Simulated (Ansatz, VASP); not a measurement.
# Cross-check of YSb between VASP and Ansatz

One calculation is typed for both programs; each brings its own data sets. How far apart do they land? The cell is generated by rule, not measured, and may not be a known phase. The cell is taken from a series of runs on this material, whose earlier steps may have relaxed, scaled, displaced or heated it; both programs get it as it stands.

Method: plane waves, with VASP 6.6.1 beside it; zone-centre phonons at PBEsol, in Ansatz 0.2.0.

The structure was built from a prototype and need not be the compound's stable phase.

## Step 1: Starting point

The structure is hexagonal, space group P6_3/mmc (No. 194). The conventional cell has a = 5.215 Å, b = 5.215 Å, c = 6.044 Å, α = 90.00°, β = 90.00°, γ = 120.00°. Nearest to Y lie 5 Sb at 3.01 to 3.02 Å. Nearest to Sb lie 5 Y at 3.01 to 3.02 Å. Farther neighbours are not listed.

## Step 2: VASP: zone-centre phonons, PBEsol

Second derivatives magnify differences that forces hide, and they need a tight electronic threshold.

Lines of VASP's logs that name or quote its potential files are left out, and so is its time.

INCAR

```
SYSTEM = YSb
PREC = Accurate
ENCUT = 500
EDIFF = 1E-08
NELM = 120
ISMEAR = 1
SIGMA = 0.15
LREAL = .FALSE.
ALGO = Normal
GGA = PS
NBANDS = 22
LASPH = .TRUE.
LORBIT = 11
LWAVE = .FALSE.
LCHARG = .FALSE.
ISIF = 2
IBRION = 8
GGA_COMPAT = .FALSE.
KPAR = 2
```

POSCAR

```
YSb
1.0
    5.2154326923      0.0000031137      0.0000000000
   -2.6077190427      4.5166956464      0.0000000000
    0.0000000000      0.0000000000      6.0441114428
Y Sb
2 2
Direct
    0.3333333333      0.6666666667      0.9375000000
    0.6666666667      0.3333333333      0.4375000000
    0.3333333333      0.6666666667      0.4375000000
    0.6666666667      0.3333333333      0.9375000000
```

KPOINTS

```
Automatic mesh
0
Gamma
10 10 6
0 0 0
```

Potentials, in the order of the species: Y_sv and Sb (PBE family, release 64).

Run with:

```bash
> mpirun -np 2 vasp_std
```

Numbers of over 12 decimals in the logs are rounded to 6 here.

Output:

```text
[banner, memory and clock lines left out]
running    2 mpi-ranks, on    1 nodes
 distrk:  each k-point on    1 cores,    2 groups
 distr:  one band on    1 cores,    1 groups

 POSCAR found type information on POSCAR Y Sb
 POSCAR found :  2 types and       4 ions
|                                                                             |
|               ----> ADVICE to this user running VASP <----                  |
|                                                                             |
|     You enforced a specific xc type in the INCAR file but a different       |
|     [... a line on the potential file left out ...]
|     I HOPE YOU KNOW WHAT YOU ARE DOING!                                     |
|                                                                             |

 LDA part: xc-table for (Slater+PW92), standard interpolation
 POSCAR, INCAR and KPOINTS ok, starting setup
 FFT: planning ... GRIDC
 FFT: planning ... GRID_SOFT
 FFT: planning ... GRID
 WAVECAR not read
 entering main loop
       N       E                     dE             d eps       ncg     rms          rms(c)
DAV:   1     0.166200400479E+03    0.16620E+03   -0.13885E+04  2496   0.124E+03
DAV:   2    -0.123907961077E+02   -0.17859E+03   -0.16974E+03  2908   0.291E+02
DAV:   3    -0.269840287047E+02   -0.14593E+02   -0.14405E+02  4096   0.574E+01
DAV:   4    -0.282482964944E+02   -0.12643E+01   -0.12603E+01  4216   0.155E+01
DAV:   5    -0.282764266970E+02   -0.28130E-01   -0.28127E-01  3626   0.222E+00    0.357E+01
DAV:   6    -0.265236874652E+02    0.17527E+01   -0.38465E+00  3006   0.776E+00    0.245E+01
DAV:   7    -0.265183798366E+02    0.53076E-02   -0.38677E+00  3692   0.750E+00    0.469E+00
DAV:   8    -0.263931976929E+02    0.12518E+00   -0.17006E+00  2806   0.539E+00    0.149E+00
DAV:   9    -0.263741417367E+02    0.19056E-01   -0.13839E-01  3098   0.173E+00    0.361E-01
DAV:  10    -0.263754979408E+02   -0.13562E-02   -0.13728E-02  3822   0.508E-01    0.550E-01
DAV:  11    -0.263746634506E+02    0.83449E-03   -0.49876E-03  3196   0.335E-01    0.622E-02
DAV:  12    -0.263747169962E+02   -0.53546E-04   -0.47339E-04  3866   0.101E-01    0.334E-02
DAV:  13    -0.263747206891E+02   -0.36928E-05   -0.62728E-05  3436   0.409E-02    0.205E-02
DAV:  14    -0.263747250680E+02   -0.43790E-05   -0.82850E-06  3104   0.159E-02    0.453E-03
DAV:  15    -0.263747255123E+02   -0.44432E-06   -0.16424E-06  3782   0.589E-03    0.622E-03
DAV:  16    -0.263747250006E+02    0.51172E-06   -0.67764E-07  3222   0.521E-03    0.118E-03
DAV:  17    -0.263747251054E+02   -0.10473E-06   -0.63543E-08  3344   0.145E-03    0.524E-04
DAV:  18    -0.263747251726E+02   -0.67234E-07   -0.37418E-09  2162   0.497E-04    0.145E-04
DAV:  19    -0.263747251647E+02    0.78621E-08   -0.61221E-10  2144   0.163E-04
   1 F= -.26374725E+02 E0= -.26374819E+02  d E =0.280249E-03
 Linear response reoptimize wavefunctions to high precision
DAV:   1    -0.263747251673E+02   -0.25279E-08   -0.17704E-10  2144   0.887E-05
DAV:   2    -0.263747251673E+02    0.72760E-11   -0.67775E-11  2096   0.487E-05
 Linear response DOF=           4
 Linear response progress:
  Degree of freedom:   1/  4
       N       E                     dE             d eps       ncg     rms          rms(c)
RMM:   1    -0.303902853385E+00   -0.30390E+00    0.50469E+00 10640   0.123E+01
RMM:   2    -0.289499493512E+00    0.14403E-01   -0.21736E-01 16415   0.212E+00    0.258E-01
RMM:   3    -0.291947340857E+00   -0.24478E-02   -0.15135E-02 18089   0.558E-01    0.171E-01
RMM:   4    -0.292510348666E+00   -0.56301E-03   -0.24434E-03 22234   0.214E-01    0.570E-02
RMM:   5    -0.292586978267E+00   -0.76630E-04   -0.50364E-04 23159   0.953E-02    0.193E-02
RMM:   6    -0.292530432467E+00    0.56546E-04   -0.10680E-04 23630   0.416E-02    0.965E-03
RMM:   7    -0.292444336865E+00    0.86096E-04   -0.50010E-05 23410   0.211E-02    0.345E-03
RMM:   8    -0.292447608741E+00   -0.32719E-05   -0.35339E-05 23267   0.117E-02    0.310E-03
RMM:   9    -0.292431279677E+00    0.16329E-04   -0.21020E-05 23683   0.746E-03    0.105E-03
RMM:  10    -0.292433747800E+00   -0.24681E-05   -0.14285E-05 24019   0.496E-03    0.123E-03
RMM:  11    -0.292433005745E+00    0.74206E-06   -0.10508E-05 23705   0.369E-03    0.694E-04
RMM:  12    -0.292432075270E+00    0.93047E-06   -0.73814E-06 24070   0.287E-03    0.411E-04
RMM:  13    -0.292432109507E+00   -0.34237E-07   -0.50911E-06 23502   0.232E-03    0.244E-04
RMM:  14    -0.292431978683E+00    0.13082E-06   -0.38396E-06 23712   0.194E-03    0.118E-04
RMM:  15    -0.292431596616E+00    0.38207E-06   -0.29393E-06 23154   0.166E-03    0.346E-05
RMM:  16    -0.292431732916E+00   -0.13630E-06   -0.22612E-06 23880   0.143E-03    0.496E-05
RMM:  17    -0.292431758007E+00   -0.25091E-07   -0.18176E-06 24044   0.124E-03    0.887E-05
RMM:  18    -0.292431795682E+00   -0.37675E-07   -0.15428E-06 23921   0.109E-03    0.105E-04
RMM:  19    -0.292431813030E+00   -0.17347E-07   -0.12155E-06 23464   0.971E-04    0.139E-04
RMM:  20    -0.292431828418E+00   -0.15389E-07   -0.10460E-06 23268   0.869E-04    0.150E-04
RMM:  21    -0.292431826801E+00    0.16175E-08   -0.85891E-07 23242   0.782E-04    0.153E-04
RMM:  22    -0.292431843299E+00   -0.16498E-07   -0.76502E-07 23145   0.708E-04    0.161E-04
 first order change of Fermi-energy  -0.19888E-04
 force on displaced ion       1 direction 1 :  -5.658   0.001   0.000
 Linear response progress:
  Degree of freedom:   2/  4
       N       E                     dE             d eps       ncg     rms          rms(c)
RMM:   1    -0.309415322399E+00   -0.30942E+00    0.55486E+00  3654   0.122E+01
RMM:   2    -0.295380946123E+00    0.14034E-01   -0.20040E-01  5496   0.199E+00    0.194E-01
RMM:   3    -0.297677512629E+00   -0.22966E-02   -0.12985E-02  6282   0.494E-01    0.144E-01
RMM:   4    -0.298067729445E+00   -0.39022E-03   -0.22407E-03  7358   0.194E-01    0.712E-02
RMM:   5    -0.298090084219E+00   -0.22355E-04   -0.52256E-04  7887   0.838E-02    0.157E-02
RMM:   6    -0.298050789507E+00    0.39295E-04   -0.14656E-04  7873   0.364E-02    0.102E-02
RMM:   7    -0.298003745848E+00    0.47044E-04   -0.69748E-05  7821   0.204E-02    0.321E-03
RMM:   8    -0.297982390808E+00    0.21355E-04   -0.44484E-05  7888   0.119E-02    0.707E-04
RMM:   9    -0.297985374147E+00   -0.29833E-05   -0.30029E-05  8119   0.761E-03    0.117E-03
RMM:  10    -0.297984070236E+00    0.13039E-05   -0.31371E-05  8134   0.529E-03    0.996E-04
RMM:  11    -0.297990304455E+00   -0.62342E-05   -0.22046E-05  7544   0.421E-03    0.179E-04
RMM:  12    -0.297989320342E+00    0.98411E-06   -0.16034E-05  7744   0.326E-03    0.663E-04
RMM:  13    -0.297988964374E+00    0.35597E-06   -0.13030E-05  7819   0.266E-03    0.143E-03
RMM:  14    -0.297989263404E+00   -0.29903E-06   -0.10186E-05  7477   0.230E-03    0.809E-04
RMM:  15    -0.297989808938E+00   -0.54553E-06   -0.76056E-06  8120   0.188E-03    0.967E-04
RMM:  16    -0.297989928208E+00   -0.11927E-06   -0.56884E-06  8260   0.161E-03    0.108E-03
RMM:  17    -0.297990390162E+00   -0.46195E-06   -0.49039E-06  7804   0.142E-03    0.103E-03
RMM:  18    -0.297990173409E+00    0.21675E-06   -0.36755E-06  7726   0.125E-03    0.118E-03
RMM:  19    -0.297990394833E+00   -0.22142E-06   -0.32309E-06  7912   0.111E-03    0.120E-03
 first order change of Fermi-energy   0.50853E-03
 force on displaced ion       1 direction 3 :  -0.000   0.000  -5.834
 Linear response progress:
  Degree of freedom:   3/  4
       N       E                     dE             d eps       ncg     rms          rms(c)
RMM:   1    -0.341514188617E-01   -0.34151E-01   -0.11155E-02 17764   0.113E+00
RMM:   2    -0.309070951521E-01    0.32443E-02   -0.78703E-03 19008   0.275E-01    0.240E-01
RMM:   3    -0.310822100090E-01   -0.17511E-03   -0.12947E-03 19609   0.110E-01    0.185E-01
RMM:   4    -0.315181816084E-01   -0.43597E-03   -0.46407E-04 18069   0.838E-02    0.232E-02
RMM:   5    -0.314132159324E-01    0.10497E-03   -0.11554E-04 19711   0.325E-02    0.205E-02
RMM:   6    -0.314457383165E-01   -0.32522E-04   -0.31798E-05 21836   0.137E-02    0.688E-03
RMM:   7    -0.314556560484E-01   -0.99177E-05   -0.72619E-06 21715   0.649E-03    0.876E-04
RMM:   8    -0.314578335564E-01   -0.21775E-05   -0.34980E-06 22968   0.321E-03    0.854E-04
RMM:   9    -0.314602104394E-01   -0.23769E-05   -0.10395E-06 22634   0.175E-03    0.442E-04
RMM:  10    -0.314616475583E-01   -0.14371E-05   -0.49686E-07 22452   0.107E-03    0.538E-05
RMM:  11    -0.314616489652E-01   -0.14069E-08   -0.29317E-07 23497   0.592E-04    0.986E-05
RMM:  12    -0.314620777534E-01   -0.42879E-06   -0.38222E-07 22669   0.368E-04    0.303E-05
RMM:  13    -0.314617875926E-01    0.29016E-06   -0.10271E-07 22370   0.239E-04    0.684E-05
RMM:  14    -0.314618968981E-01   -0.10931E-06   -0.16826E-07 23219   0.162E-04    0.277E-05
RMM:  15    -0.314619614946E-01   -0.64596E-07   -0.47417E-08 23656   0.114E-04    0.744E-06
RMM:  16    -0.314619227440E-01    0.38751E-07   -0.55884E-08 22488   0.881E-05    0.240E-05
RMM:  17    -0.314619601575E-01   -0.37414E-07   -0.20209E-08 22498   0.740E-05    0.604E-06
RMM:  18    -0.314619787731E-01   -0.18616E-07   -0.38467E-08 23376   0.648E-05    0.147E-06
RMM:  19    -0.314619767357E-01    0.20374E-08   -0.12638E-08 21977   0.590E-05    0.324E-06
 first order change of Fermi-energy  -0.39617E-04
 force on displaced ion       3 direction 1 :  -5.624  -0.001   0.000
 Linear response progress:
  Degree of freedom:   4/  4
       N       E                     dE             d eps       ncg     rms          rms(c)
RMM:   1    -0.358469605686E-01   -0.35847E-01    0.14087E-03  6014   0.115E+00
RMM:   2    -0.333739542529E-01    0.24730E-02   -0.80950E-03  6451   0.273E-01    0.274E-01
RMM:   3    -0.336237862838E-01   -0.24983E-03   -0.14645E-03  6622   0.109E-01    0.155E-01
RMM:   4    -0.339892989544E-01   -0.36551E-03   -0.48231E-04  6335   0.710E-02    0.138E-02
RMM:   5    -0.339553761286E-01    0.33923E-04   -0.10449E-04  6960   0.295E-02    0.147E-02
RMM:   6    -0.339947682226E-01   -0.39392E-04   -0.26999E-05  7486   0.130E-02    0.526E-03
RMM:   7    -0.340010959093E-01   -0.63277E-05   -0.73466E-06  7305   0.659E-03    0.438E-03
RMM:   8    -0.340106870790E-01   -0.95912E-05   -0.28540E-06  7215   0.389E-03    0.104E-03
RMM:   9    -0.340130341766E-01   -0.23471E-05   -0.10946E-06  7698   0.191E-03    0.544E-04
RMM:  10    -0.340160402316E-01   -0.30061E-05   -0.60861E-07  7512   0.113E-03    0.335E-04
RMM:  11    -0.340144385845E-01    0.16016E-05   -0.11293E-06  7354   0.729E-04    0.278E-04
RMM:  12    -0.340149949205E-01   -0.55634E-06    0.31714E-07  7607   0.436E-04    0.117E-04
RMM:  13    -0.340152220328E-01   -0.22711E-06   -0.21724E-07  7899   0.264E-04    0.207E-05
RMM:  14    -0.340152026521E-01    0.19381E-07    0.10460E-07  7814   0.164E-04    0.352E-05
RMM:  15    -0.340152069904E-01   -0.43384E-08   -0.42234E-08  7961   0.117E-04    0.268E-05
 first order change of Fermi-energy  -0.10404E-02
 force on displaced ion       3 direction 3 :   0.000   0.000  -6.302
 Linear response finished
```

[end of part 1 of 2]

[Lines on the potential files, build, host, timing and source positions are cut from VASP's logs without a mark.]

[Logs are printed without paths, hosts, clocks, repeated set-up lines and the standing remarks that a program may print on its own settings, such as how far it seeks lower states.]

[Hosts, paths, dates, database ids (printed as entryN), source tags and the programs' standing remarks are cut or masked in the printed files.]
